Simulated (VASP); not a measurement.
Data:

```
CELL_PARAMETERS angstrom
      0.00000     2.64383     2.64383
      2.64383     0.00000     2.64383
      2.64383     2.64383     0.00000
ATOMIC_POSITIONS crystal
  Cu 0.00000 0.00000 0.00000
  Cl 0.25000 0.25000 0.25000
```

These are PBEsol GGA, VASP's PBE PAW potentials (set 64) (plane waves; VASP) values and carry that method's errors. Settings: 480 eV cut-off, 8×8×8 Γ-centred mesh, Gaussian smearing of 0.050 eV, potentials Cu Cl.

Estimate the energy per atom (σ→0), band gap (on the k-mesh) with the smallest direct gap where there is one.

- band gap (on the k-mesh): 0.56 eV
- smallest direct gap (on the k-mesh): 0.56 eV
- energy per atom (σ→0): -3.530 eV/atom

Total energies compare only between runs with the same potentials, cut-off and functional.

The compound is CuCl in the zinc blende structure. It was relaxed first, which changed the volume by -7 %.
